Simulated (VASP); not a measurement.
Computed with PBE GGA with D3 dispersion (Becke-Johnson damping), VASP's PBE PAW potentials (set 64) (plane waves; VASP).

VASP ran on this input.

KPOINTS:
```
Automatic mesh
0
gamma
8 8 8
0 0 0
```

File POSCAR:
```
GdN
1.0
  0.0000000000   2.4900000000   2.4900000000
  2.4900000000   0.0000000000   2.4900000000
  2.4900000000   2.4900000000   0.0000000000
Gd N
1 1
Cart
  0.0000000000   0.0000000000   0.0000000000
  2.4900000000   2.4900000000   2.4900000000
```

INCAR:
```
ALGO=Normal
EDIFF=1E-6
EDIFFG=-0.01
ENCUT=520
GGA=PE
IBRION=2
ISIF=3
ISMEAR=0
IVDW=12
LASPH=.True.
LCHARG=.False.
LMAXMIX=6
LREAL=.False.
LWAVE=.False.
NELM=100
NSW=60
PREC=Accurate
SIGMA=0.05
SYSTEM=GdN
```

POTCAR, in this order: Gd_3 N (PBE.64 set). Program: vasp_std.

The 4f electrons are frozen in the core of the lanthanide potential, so 4f levels, which can set the real gap, and their magnetism are missing. Energy and stress use the plane-wave basis of the starting cell.

Problem. Predict the energy per atom (σ→0), dispersion energy, volume per atom, band gap (on the k-mesh).

Solution. 
| Quantity | Result |
|---|---|
| energy per atom (σ→0) | -8.468 eV/atom |
| dispersion energy | -75.8 kJ/mol |
| band gap (on the k-mesh) | none (metal, semimetal or under 0.01 eV) |
| volume per atom | 15.05 Å³/atom |

OSZICAR:
```
...
DAV:   1    -0.161968934410E+02   -0.85145E-01   -0.10352E+00   650   0.944E+00    0.254E+00
DAV:   2    -0.161636294777E+02    0.33264E-01   -0.16103E-01   746   0.282E+00    0.948E-01
DAV:   3    -0.161550386964E+02    0.85908E-02   -0.25539E-02   778   0.118E+00    0.877E-01
DAV:   4    -0.161519591023E+02    0.30796E-02   -0.11741E-02   763   0.100E+00    0.302E-01
DAV:   5    -0.161519115706E+02    0.47532E-04   -0.74630E-04   806   0.240E-01    0.559E-02
DAV:   6    -0.161518889330E+02    0.22638E-04   -0.91301E-05   792   0.895E-02    0.100E-02
DAV:   7    -0.161518895445E+02   -0.61149E-06   -0.62300E-06   829   0.244E-02
   3 F= -.16937047E+02 E0= -.16936941E+02  d E =-.100911E-01
```

The compound is GdN in the rock salt structure. This run relaxes it. Symmetry was kept, so distortions that lower it aren't found.
